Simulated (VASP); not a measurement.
Method: r2SCAN meta-GGA, VASP's PBE PAW potentials (set 64) (plane waves; VASP 6.6.1).

A VASP calculation is set up with these files.

KPOINTS:
```
Automatic mesh
0
Gamma
  9 9 5
```

### POSCAR
```
SnSe2
1.0
  3.8436566772   0.0000000000   0.0000000000
 -1.9218283386   3.3287045429   0.0000000000
  0.0000000000   0.0000000000   6.5685253139
Sn Se
1 2
Cartesian
  0.0000000000   0.0000000000   0.0000000000
 -0.0000019218   2.2191374715   1.6421313285
  1.9218302604   1.1095670714   4.9263939854
```

INCAR:
```
ALGO=Normal
EDIFF=1E-5
EDIFFG=-0.03
ENCUT=400
IBRION=2
ISIF=2
ISMEAR=0
LASPH=T
LCHARG=F
LMAXMIX=4
LMIXTAU=T
LREAL=F
LWAVE=F
METAGGA=R2SCAN
NELM=100
NELMIN=4
NSW=20
PREC=Normal
SIGMA=0.05
SYSTEM=SnSe2
```

POTCAR, in this order: Sn_d Se (PBE.64 set). Program: vasp_std.

### Question
Predict the energy per atom (σ→0).

### Answer

```json
{
  "energy per atom (σ→0)": "-18.212 eV/atom"
}
```

### OSZICAR
```
...
DAV:   2    -0.546305852492E+02   -0.15511E-01   -0.11482E-01  2242   0.175E+00    0.136E-01
DAV:   3    -0.546349583711E+02   -0.43731E-02   -0.34159E-03  1837   0.455E-01    0.999E-02
DAV:   4    -0.546350500200E+02   -0.91649E-04   -0.41107E-04  2188   0.148E-01    0.463E-02
DAV:   5    -0.546350608155E+02   -0.10796E-04   -0.34187E-04  1727   0.154E-01    0.125E-02
DAV:   6    -0.546351549458E+02   -0.94130E-04   -0.24619E-04  1729   0.125E-01    0.144E-02
DAV:   7    -0.546352125155E+02   -0.57570E-04   -0.21424E-05  1717   0.405E-02    0.840E-03
DAV:   8    -0.546352052078E+02    0.73077E-05   -0.16308E-05  1360   0.335E-02
   3 F= -.54635205E+02 E0= -.54635205E+02  d E =-.446838E-01
```

The compound is SnSe2 in the 1T layered structure. This run relaxes the ions in a fixed cell. Symmetry was kept, so distortions that lower it aren't found.
